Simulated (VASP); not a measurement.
Here is the system:

```xyz
2
Lattice="-2.8635 2.8412 1.5993 2.8635 -2.8412 1.5993 2.8635 2.8412 -1.5993" Properties=species:S:1:pos:R:3 pbc="T T T"
Sn     2.8635     0.0000     0.7996
Sn     0.0321     0.0000     0.0000
```

Method: PBE GGA, VASP's PBE PAW potentials (set 64) (plane waves; VASP). Settings: 400 eV cut-off, 12×12×12 Γ-centred mesh, second-order Methfessel-Paxton smearing of 0.30 eV, potentials Sn_d.

Unless said otherwise, spin-orbit coupling is left out, though it shifts the bands of the heavy elements here.

Q: Predict the energy per atom (σ→0), pressure, largest force, band gap (on the k-mesh) with the smallest direct gap where there is one.

A: 
```json
{
 "band gap (on the k-mesh)": "none (metal, semimetal or under 0.01 eV)",
 "energy per atom (σ→0)": "-3.764 eV/atom",
 "pressure": "5.23 GPa",
 "largest_force": "0.160 eV/Å"
}
```

The absolute energy has meaning only against runs of the same code, potentials and settings.

The compound is Sn in the beta structure. The cell was not relaxed at this level. The run is one of a series of settings (ISMEAR = 2, SIGMA = 0.3 against the base run), some of them coarse on purpose.
